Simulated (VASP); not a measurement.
# CrBiF3 (Pm-3m) in VASP: single point with PBE

Aim: the single point of CrBiF3 with PBE.

Everything below comes from runs of VASP 6.6.1. Logs are shortened: lines on timing, memory, paths and dates and some standing lists are left out, and cuts for length are marked.

### 1 The crystal as given

The structure is cubic, space group Pm-3m (No. 221). The conventional cell has a = 4.679 Å, b = 4.679 Å, c = 4.679 Å, α = 90.00°, β = 90.00°, γ = 90.00°. Cr (site symmetry m-3m) is surrounded by 12 F at 3.31 Å. Bi (site symmetry m-3m) has 6 F at 2.34 Å as nearest neighbours. F (site symmetry 4/mmm) is surrounded by 2 Bi at 2.34 Å.

The cell was built by a generator and needn't be a form met in nature.

### 2 Single point, PBE, collinear spin, typed start

INCAR reads:

```
SYSTEM = CrBiF3
PREC = Accurate ; ENCUT = 520
EDIFF = 1E-6 ; ISMEAR = 0
SIGMA = 0.1 ; LREAL = .FALSE.
LASPH = .TRUE. ; NELM = 150
ALGO = Normal ; ISIF = 2
LWAVE = .FALSE. ; LCHARG = .TRUE.
ISPIN = 2 ; MAGMOM = 5.31 0 0 0 0
LORBIT = 11 ; LMAXMIX = 4
GGA = PE ; LELF = .TRUE.
LVHAR = .TRUE. ; NBANDS = 36
```

KPOINTS reads:

```
regular mesh
0
G
  8 8 8
  0 0 0
```

POSCAR reads:

```
CrBiF3
1.0
    4.6788545415      0.0000000000      0.0000000000
    0.0000000000      4.6788545415      0.0000000000
    0.0000000000      0.0000000000      4.6788545415
Cr Bi F
1 1 3
Direct
    0.0000000000      0.0000000000      0.0000000000
    0.5000000000      0.5000000000      0.5000000000
    0.5000000000      0.5000000000      0.0000000000
    0.5000000000      0.0000000000      0.5000000000
    0.0000000000      0.5000000000      0.5000000000
```

Potentials or basis: VASP PAW PBE potentials, release 64 (Cr_pv, Bi_d, F).

Launch:

```
> cat potpaw_PBE.64/Cr_pv/POTCAR potpaw_PBE.64/Bi_d/POTCAR potpaw_PBE.64/F/POTCAR > POTCAR
> mpirun -np 1 vasp_std > vasp.out
```

OUTCAR:

```text
SYSTEM = CrBiF3
   PREC = Accurate
   ENCUT = 520
   EDIFF = 1E-6
   ISMEAR = 0
   LREAL = .FALSE.
   LASPH = .TRUE.
   NELM = 150
   ISIF = 2
   ISPIN = 2
   LORBIT = 11
   GGA = PE

 ion  position               nearest neighbor table
   1  0.000  0.000  0.000-
   2  0.500  0.500  0.500-   3 2.34   4 2.34   5 2.34   3 2.34   4 2.34   5 2.34
   3  0.500  0.500  0.000-   2 2.34   2 2.34
   4  0.500  0.000  0.500-   2 2.34   2 2.34
   5  0.000  0.500  0.500-   2 2.34   2 2.34

  LATTYP: Found a simple cubic cell.
 ALAT       =     4.6788545415

  Lattice vectors:

 A1 = (   4.6788545415,   0.0000000000,   0.0000000000)
 A2 = (   0.0000000000,   4.6788545415,   0.0000000000)
 A3 = (   0.0000000000,   0.0000000000,   4.6788545415)

Analysis of symmetry for initial positions (statically):
=====================================================================
 Subroutine PRICEL returns:
 Original cell was already a primitive cell.

 Routine SETGRP: Setting up the symmetry group for a
 simple cubic supercell.

 Subroutine GETGRP returns: Found 48 space group operations
 (whereof 48 operations were pure point group operations)
 out of a pool of 48 trial point group operations.

The static configuration has the point symmetry O_h .

Analysis of symmetry for dynamics (positions and initial velocities):
=====================================================================
 Subroutine PRICEL returns:
 Original cell was already a primitive cell.

 Routine SETGRP: Setting up the symmetry group for a
 simple cubic supercell.

 Subroutine GETGRP returns: Found 48 space group operations
 (whereof 48 operations were pure point group operations)
 out of a pool of 48 trial point group operations.

The dynamic configuration has the point symmetry O_h .

Analysis of structural, dynamic, and magnetic symmetry:
=====================================================================
 Subroutine PRICEL returns:
 Original cell was already a primitive cell.

 Routine SETGRP: Setting up the symmetry group for a
 simple cubic supercell.

 Subroutine GETGRP returns: Found 48 space group operations
 (whereof 48 operations were pure point group operations)
 out of a pool of 48 trial point group operations.

The overall configuration has the point symmetry O_h .

 Subroutine INISYM returns: Found 48 space group operations
 (whereof 48 operations are pure point group operations),
 and found     1 'primitive' translations

----------------------------------------------------------------------------------------

                                     Primitive cell

  volume of cell :     102.4280

  direct lattice vectors                    reciprocal lattice vectors
     4.678854541  0.000000000  0.000000000     0.213727525  0.000000000  0.000000000
     0.000000000  4.678854541  0.000000000     0.000000000  0.213727525  0.000000000
     0.000000000  0.000000000  4.678854541     0.000000000  0.000000000  0.213727525

  length of vectors
     4.678854541  4.678854541  4.678854541     0.213727525  0.213727525  0.213727525

  position of ions in fractional coordinates (direct lattice)
     0.000000000  0.000000000  0.000000000
     0.500000000  0.500000000  0.500000000
     0.500000000  0.500000000  0.000000000
     0.500000000  0.000000000  0.500000000
     0.000000000  0.500000000  0.500000000

  ion indices of the primitive-cell ions
   primitive index   ion index
                 1           1
                 2           2
                 3           3
                 4           4
                 5           5

----------------------------------------------------------------------------------------

 KPOINTS: regular mesh

Automatic generation of k-mesh.
 Grid dimensions read from file:
 generate k-points for:    8    8    8

 Generating k-lattice:

  Cartesian coordinates                     Fractional coordinates (reciprocal lattice)
     0.026715941  0.000000000  0.000000000     0.125000000  0.000000000  0.000000000
     0.000000000  0.026715941  0.000000000     0.000000000  0.125000000  0.000000000
     0.000000000  0.000000000  0.026715941     0.000000000  0.000000000  0.125000000

  Length of vectors
     0.026715941  0.026715941  0.026715941

  Shift w.r.t. Gamma in fractional coordinates (k-lattice)
     0.000000000  0.000000000  0.000000000

 Subroutine IBZKPT returns following result:
 ===========================================

 Found     35 irreducible k-points:

 Following reciprocal coordinates:
            Coordinates               Weight
  0.000000  0.000000  0.000000      1.000000
  0.125000  0.000000  0.000000      6.000000
  0.250000  0.000000  0.000000      6.000000
  0.375000  0.000000  0.000000      6.000000
  0.500000  0.000000  0.000000      3.000000
  0.125000  0.125000  0.000000     12.000000
[... 16 lines left out ...]
  0.375000  0.375000  0.125000     24.000000
  0.500000  0.375000  0.125000     24.000000
 [... further k-points ...]
   k-points           NKPTS =     35   k-points in BZ     NKDIM =     35   number of bands    NBANDS=     36
   number of dos      NEDOS =    301   number of ions     NIONS =      5
   total plane-waves  NPLWV =  46656
   dimension x,y,z NGX =    36 NGY =   36 NGZ =   36
   dimension x,y,z NGXF=    72 NGYF=   72 NGZF=   72
   ions per type =               1   1   3
   NGX,Y,Z   is equivalent  to a cutoff of  12.79, 12.79, 12.79 a.u.
   NGXF,Y,Z  is equivalent  to a cutoff of  25.58, 25.58, 25.58 a.u.
 SYSTEM =  CrBiF3
   PREC   = accura    normal or accurate (medium, high low for compatibility)
   ISTART =      0    job   : 0-new  1-cont  2-samecut
   ICHARG =      2    charge: 1-file 2-atom 10-const
   ISPIN  =      2    spin polarized calculation?
   LNONCOLLINEAR =      F non collinear calculations
   LSORBIT =      F    spin-orbit coupling
   LASPH  =      T    aspherical Exc in radial PAW
   ENCUT  =  520.0 eV  38.22 Ry    6.18 a.u.   8.70  8.70  8.70*2*pi/ulx,y,z
   NELM   =    150;   NELMIN=  2; NELMDL= -5     # of ELM steps
   EDIFF  = 0.1E-05   stopping-criterion for ELM
   LREAL  =      F    real-space projection
   EDIFFG = 0.1E-04   stopping-criterion for IOM
   NSW    =      0    number of steps for IOM
   IBRION =     -1    ionic relax: 0-MD 1-quasi-New 2-CG
   NFREE  =      0    steps in history (QN), initial steepest desc. (CG)
   ISIF   =      2    stress and relaxation
   ISYM   =      2    0-nonsym 1-usesym 2-fastsym
   POTIM  = 0.5000    time-step for ionic-motion
   TEBEG  =    0.0;   TEEND  =   0.0 temperature during run
   PSTRESS=    0.0 pullay stress
   NELECT =      48.0000    total number of electrons
   NUPDOWN=      -1.0000    fix difference up-down
   EMIN   =  10.00;   EMAX   =-10.00  energy-range for DOS
   EFERMI =   0.00;   METHOD = LEGACY
   ISMEAR =     0;   SIGMA  =   0.10  broadening in eV -4-tet -1-fermi 0-gaus
   EFERMI_NEDOS =   21; number of points for ismear=-14 and -15
   IALGO  =     38    algorithm
   IMIX   =      4    mixing-type and parameters
     AMIX     =   0.40;   BMIX     =  1.00
     AMIX_MAG =   1.60;   BMIX_MAG =  1.00
  volume/ion in A,a.u.               =      20.49       138.24
  Fermi-wavevector in a.u.,A,eV,Ry     =   1.271596  2.402967 22.000015  1.616955
  Thomas-Fermi vector in A             =   2.404520
   LORBIT       =     11    0 simple, 1 ext, 2 COOP (PROOUT), +10 PAW based schemes
   GGA     = PE    functional components
   LHFCALC =     F    Hartree Fock is set to
   AEXX    =    0.0000 exact exchange contribution
   IVDW    =     0    specifies the selected vdW correction
   LEPSILON=     F    determine dielectric tensor
   LRPA    =     F    only Hartree local field effects (RPA)
 spin polarized calculation
 Gauss-broadening in eV      SIGMA  =   0.10
  energy-cutoff  :      520.00
  volume of cell :      102.43
 maximum number of plane-waves:      2800
 NGX is ok and might be reduce to    36
   NGX = 17   NGY = 17   NGZ = 17

 number of electron      47.9999988 magnetization       5.8843909

 Free energy of the ion-electron system (eV)
  ---------------------------------------------------
  ext. energy  EPLUGINS =         0.00000000
  ---------------------------------------------------
  free energy    TOTEN  =       -24.59777449 eV

  energy without entropy =      -24.59088249  energy(sigma->0) =      -24.59432849

 E-fermi :   3.9800     XC(G=0):  -8.7345

 val. band max:        3.9775517937   @ k =   0.5000   0.3750   0.3750
 cond. band min:       3.9984420008   @ k =   0.5000   0.0000   0.0000
 fundamental gap:      0.0208902071
 Fermi energy:         3.9799614965

 spin component 1

 k-point     1 :       0.0000    0.0000    0.0000
  band No.  band energies     occupation
      1     -39.2619      1.00000
      2     -39.2619      1.00000
      3     -39.2619      1.00000
      4     -21.8545      1.00000
      5     -21.8545      1.00000
      6     -21.1083      1.00000
[... 28 lines left out ...]
     35      10.9040      0.00000
     36      11.3410      0.00000
[... 866 lines left out ...]
      6     -21.0390      1.00000
[... 28 lines left out ...]
     35      12.7310      0.00000
     36      13.0848      0.00000

 [... further k-points ...]

 spin component 2

 k-point     1 :       0.0000    0.0000    0.0000
  band No.  band energies     occupation
      1     -34.9374      1.00000
      2     -34.9374      1.00000
      3     -34.9374      1.00000
      4     -21.7947      1.00000
      5     -21.7947      1.00000
      6     -21.0023      1.00000
[... 28 lines left out ...]
     35      12.2788      0.00000
     36      13.3344      0.00000
[... 866 lines left out ...]
      6     -21.0080      1.00000
[... 28 lines left out ...]
     35      13.7966      0.00000
     36      14.2088      0.00000

 [... further k-points ...]
[... 5 lines left out ...]
  --------------------------------------------------------------------------------------
  -------------------------------------------------------------------------------------
  Total       -0.1175255     -0.1175255     -0.1175255     -0.0000000     -0.0000000     -0.0000000
  in kB       -1.8383329     -1.8383329     -1.8383329     -0.0000000     -0.0000000     -0.0000000
  external PRESSURE =      -1.8383329 kB  Pullay stress =       0.0000000 kB

 VOLUME and BASIS-vectors are now :
 -----------------------------------------------------------------------------
  energy-cutoff  :      520.00
  volume of cell :      102.43
      direct lattice vectors                 reciprocal lattice vectors
     4.678854541  0.000000000  0.000000000     0.213727525  0.000000000  0.000000000
     0.000000000  4.678854541  0.000000000     0.000000000  0.213727525  0.000000000
     0.000000000  0.000000000  4.678854541     0.000000000  0.000000000  0.213727525

 POSITION                                       TOTAL-FORCE (eV/Angst)
 -----------------------------------------------------------------------------------
      0.00000      0.00000      0.00000         0.000000      0.000000      0.000000
      2.33943      2.33943      2.33943         0.000000      0.000000      0.000000
      2.33943      2.33943      0.00000         0.000000      0.000000      0.000000
      2.33943      0.00000      2.33943         0.000000      0.000000      0.000000
      0.00000      2.33943      2.33943         0.000000      0.000000      0.000000
 -----------------------------------------------------------------------------------
    total drift:                                0.000000      0.000000      0.000000

  FREE ENERGIE OF THE ION-ELECTRON SYSTEM (eV)
  ---------------------------------------------------
  free  energy   TOTEN  =       -24.5977744894 eV

  energy  without entropy=      -24.5908824879  energy(sigma->0) =      -24.59432849

 total charge

# of ion       s       p       d       tot
------------------------------------------
    1        0.213   5.989   4.303  10.505
    2        1.687   0.703  10.003  12.393
    3        1.749   4.306   0.000   6.055
    4        1.749   4.306   0.000   6.055
    5        1.749   4.306   0.000   6.055
--------------------------------------------------
tot          7.148  19.609  14.306  41.062

 magnetization (x)

# of ion       s       p       d       tot
------------------------------------------
    1        0.202   0.009   4.290   4.501
    2        0.011   0.078   0.001   0.091
    3        0.007   0.052   0.000   0.059
    4        0.007   0.052   0.000   0.059
    5        0.007   0.052   0.000   0.059
--------------------------------------------------
tot          0.234   0.244   4.291   4.770
```

It took 2.4 min on 1 thread of AMD EPYC 9R45 (Zen 5), shared host; peak memory 0.33 GiB.

What came out:

```yaml
Free_energy: -24.5978 eV
Pressure: -0.2 GPa
Band_gap_on_the_k_mesh: none (metal or under the smearing width)
Net_moment: 5.88 μB per cell
Site_moments: Cr +4.50; Bi +0.09; F +0.06 μB
Valence_electrons_inside_the_program's_atomic_spheres: Cr 10.51; Bi 12.39; F 6.05
```

Caveat: spin-orbit coupling is left out, which moves the levels of the heavy elements; a cell with one magnetic atom can't hold antiferromagnetic order, which such compounds often take; semilocal functionals often make such compounds metallic where correlation or magnetic order opens a gap, which also shifts bond lengths. With open d or f shells a metallic result of PBE can be an artefact of self-interaction; +U or a hybrid may open a gap.
